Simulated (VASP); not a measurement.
Calculation: PBE GGA, VASP's PBE PAW potentials (set 64) (plane waves; VASP).

The input files of a VASP run:

KPOINTS:
```
Automatic mesh
0
Gamma
5 5 5
0 0 0
```

**POSCAR**
```
Ge
1
    0.0000000000     2.7724200000     2.7724200000
    2.7724200000     0.0000000000     2.7724200000
    2.7724200000     2.7724200000     0.0000000000
Ge
2
Direct
  0.0000000000   0.0000000000   0.0000000000
  0.2500000000   0.2500000000   0.2500000000
```

### INCAR
```
SYSTEM = Ge
PREC = Accurate; ENCUT = 300; LREAL = .False.
LASPH = .True.
EDIFF = 1E-6; NELM = 100; ALGO = Normal
LMAXMIX = 4
ISMEAR = -1; SIGMA = 0.02
GGA = PE
ISIF = 2
LWAVE = .False.; LCHARG = .False.
```

POTCAR, in this order: Ge_d (PBE.64 set). Program: vasp_std.

The resulting files:

OUTCAR:
```
 ion  position               nearest neighbor table
   1  0.000  0.000  0.000-   2 2.40   2 2.40   2 2.40   2 2.40
   2  0.250  0.250  0.250-   1 2.40   1 2.40   1 2.40   1 2.40
  LATTYP: Found a face centered cubic cell.
 ALAT       =     5.5448400000
 Subroutine PRICEL returns:
 Original cell was already a primitive cell.
 Subroutine GETGRP returns: Found 48 space group operations
The static configuration has the point symmetry T_d .
 The point group associated with its full space group is O_h .
The dynamic configuration has the point symmetry T_d .
 Subroutine INISYM returns: Found 48 space group operations
 Subroutine IBZKPT returns following result:
 Found     10 irreducible k-points:

 Following reciprocal coordinates:
            Coordinates               Weight
  0.000000  0.000000  0.000000      1.000000
  0.200000  0.000000  0.000000      8.000000
  0.400000  0.000000  0.000000      8.000000
  0.200000  0.200000  0.000000      6.000000
  0.400000  0.200000  0.000000     24.000000
 -0.400000  0.200000  0.000000     24.000000
 -0.200000  0.200000  0.000000     12.000000
  0.400000  0.400000  0.000000      6.000000
 -0.400000  0.400000  0.000000     12.000000
 -0.400000  0.400000  0.200000     24.000000
   k-points           NKPTS =     10   k-points in BZ     NKDIM =     10   number of bands    NBANDS=     18
   number of dos      NEDOS =    301   number of ions     NIONS =      2
   total plane-waves  NPLWV =  13824
   dimension x,y,z NGX =    24 NGY =   24 NGZ =   24
   dimension x,y,z NGXF=    48 NGYF=   48 NGZF=   48
   ions per type =               2
   PREC   = accura    normal or accurate (medium, high low for compatibility)
   ISTART =      0    job   : 0-new  1-cont  2-samecut
   ICHARG =      2    charge: 1-file 2-atom 10-const
   ISPIN  =      1    spin polarized calculation?
   LNONCOLLINEAR =      F non collinear calculations
   LSORBIT =      F    spin-orbit coupling
   INIWAV =      1    electr: 0-lowe 1-rand  2-diag
...
```

OSZICAR:
```
       N       E                     dE             d eps       ncg     rms          rms(c)
DAV:   1     0.138512085143E+03    0.13851E+03   -0.11689E+04   362   0.313E+03
DAV:   2     0.744933777428E+01   -0.13106E+03   -0.12872E+03   360   0.433E+02
DAV:   3    -0.852911351551E+01   -0.15978E+02   -0.15899E+02   408   0.124E+02
DAV:   4    -0.891014018427E+01   -0.38103E+00   -0.38065E+00   406   0.226E+01
DAV:   5    -0.891528308201E+01   -0.51429E-02   -0.51426E-02   412   0.252E+00    0.354E+00
DAV:   6    -0.884208888123E+01    0.73194E-01   -0.26550E-02   386   0.146E+00    0.212E+00
DAV:   7    -0.880070632568E+01    0.41383E-01   -0.74732E-02   398   0.235E+00    0.170E-01
DAV:   8    -0.880277685609E+01   -0.20705E-02   -0.70966E-03   394   0.107E+00    0.758E-02
DAV:   9    -0.880279221744E+01   -0.15361E-04   -0.25720E-04   462   0.270E-01    0.166E-02
DAV:  10    -0.880280736931E+01   -0.15152E-04   -0.54301E-05   432   0.114E-01    0.938E-03
DAV:  11    -0.880280865081E+01   -0.12815E-05   -0.72751E-06   430   0.486E-02    0.962E-04
DAV:  12    -0.880280882352E+01   -0.17271E-06   -0.16910E-07   206   0.462E-03
   1 F= -.88028088E+01 E0= -.88028086E+01  d E =-.477473E-06
```

**OUTCAR**
```
------------------------ aborting loop because EDIFF is reached ----------------------------------------
  FORCE on cell =-STRESS in cart. coord.  units (eV):
  Direction    XX          YY          ZZ          XY          YZ          ZX
  --------------------------------------------------------------------------------------
  Total        1.9144870      1.9144870      1.9144870      0.0000000      0.0000000     -0.0000000
  in kB       71.9707367     71.9707367     71.9707367      0.0000000      0.0000000     -0.0000000
  external PRESSURE =      71.9707367 kB  Pullay stress =       0.0000000 kB
  volume of cell :       42.62
      direct lattice vectors                 reciprocal lattice vectors
     0.000000000  2.772420000  2.772420000    -0.180347855  0.180347855  0.180347855
     2.772420000  0.000000000  2.772420000     0.180347855 -0.180347855  0.180347855
     2.772420000  2.772420000  0.000000000     0.180347855  0.180347855 -0.180347855
 POSITION                                       TOTAL-FORCE (eV/Angst)
 -----------------------------------------------------------------------------------
      0.00000      0.00000      0.00000        -0.000000      0.000000     -0.000000
      1.38621      1.38621      1.38621         0.000000     -0.000000      0.000000
 -----------------------------------------------------------------------------------
    total drift:                               -0.000000      0.000000      0.000000
  FREE ENERGIE OF THE ION-ELECTRON SYSTEM (eV)
  ---------------------------------------------------
  free  energy   TOTEN  =        -8.8028088235 eV

  energy  without entropy=       -8.8028083460  energy(sigma->0) =       -8.80280858
```
(Selected blocks of OUTCAR.)

**OUTCAR**
```
 val. band max:        5.6204153300   @ k =   0.0000   0.0000   0.0000

 cond. band min:       6.0796268518   @ k =   0.4000   0.0000   0.0000


 Fermi energy:         5.8370317353

 k-point     1 :       0.0000    0.0000    0.0000
  band No.  band energies     occupation
      1     -19.2920      2.00000
      2     -19.2920      2.00000
      3     -19.2920      2.00000
      4     -19.2512      2.00000
      5     -19.2512      2.00000
      6     -19.0058      2.00000
      7     -19.0058      2.00000
      8     -19.0058      2.00000
      9     -18.9859      2.00000
     10     -18.9859      2.00000
     11      -7.6320      2.00000
     12       5.6204      1.99996
     13       5.6204      1.99996
     14       5.6204      1.99996
     15       6.2216      0.00000
     16       8.1896      0.00000
     17       8.1896      0.00000
     18       8.1896      0.00000

 k-point     2 :       0.2000    0.0000    0.0000
  band No.  band energies     occupation
      1     -19.3087      2.00000
      2     -19.3087      2.00000
      3     -19.2843      2.00000
      4     -19.2241      2.00000
      5     -19.2241      2.00000
      6     -19.0278      2.00000
      7     -19.0278      2.00000
      8     -19.0130      2.00000
      9     -18.9676      2.00000
     10     -18.9676      2.00000
     11      -7.1214      2.00000
     12       1.7831      2.00000
     13       4.8943      2.00000
     14       4.8943      2.00000
     15       6.6981      0.00000
     16       9.1167      0.00000
     17       9.1167      0.00000
     18      10.6827      0.00000

 k-point     3 :       0.4000    0.0000    0.0000
  band No.  band energies     occupation
      1     -19.3175      2.00000
      2     -19.3175      2.00000
      3     -19.2730      2.00000
      4     -19.2030      2.00000
      5     -19.2030      2.00000
      6     -19.0408      2.00000
      7     -19.0408      2.00000
      8     -19.0269      2.00000
      9     -18.9566      2.00000
...
```

At this cut-off the stress carries a Pulay error, which pulls relaxed volumes low.

The structure is a typed Ge crystal (Fd-3m). The cell was not relaxed at this level, and its volume differs by -5.9 % from the start's.
